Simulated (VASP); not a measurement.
Level of theory: r2SCAN+rVV10, VASP's PBE PAW potentials (set 64) (plane waves; VASP).

VASP ran on this input.

### POSCAR
```
Se
1.0
  2.0440240241  -3.5403534499   0.0000000000
  2.0440240241   3.5403534499   0.0000000000
  0.0000000000   0.0000000000   5.0758695168
Se
3
Cartesian
  2.5483017974  -2.6669187283   3.3839147032
  3.0794925016  -0.0000000000   5.0758695168
  2.5483017974   2.6669187283   1.6919548136
```

### INCAR
```
CPARAM = 0.0093
LWAVE = F
LREAL = F
BPARAM = 11.95
LUSE_VDW = T
LMAXMIX = 4   # l cut-off of mixed one-centre charges
NELM = 100   # most electronic steps
IBRION = 2   # conjugate gradients
PREC = Accurate
LCHARG = F
SYSTEM = Se
ALGO = Normal
EDIFF = 1E-6
METAGGA = R2SCAN
EDIFFG = -0.02
NSW = 60
LASPH = T   # aspherical one-centre terms
ISIF = 3   # ions, shape and volume
LMIXTAU = T
ENCUT = 520   # plane-wave cut-off (eV)
ISMEAR = 0
SIGMA = 0.05   # width (eV)
```

### KPOINTS
```
K-points
0
gamma
6 6 4
```

POTCAR, in this order: Se (PBE.64 set). Program: vasp_std.

**Question.** What will the output report for the number of irreducible k-points (NKPTS), largest plane-wave count, number of space-group operations, FFT grid (NGX, NGY, NGZ)?

**Answer.** 
```json
{
 "number of irreducible k-points (NKPTS)": "24",
 "largest_plane_wave_count": "2010",
 "number_of_space_group_operations": "6",
 "FFT grid (NGX, NGY, NGZ)": "30 × 30 × 40"
}
```

The compound is Se in the trig structure. This run relaxes it. Symmetry was kept, so distortions that lower it aren't found. The start is the result of an earlier pass.
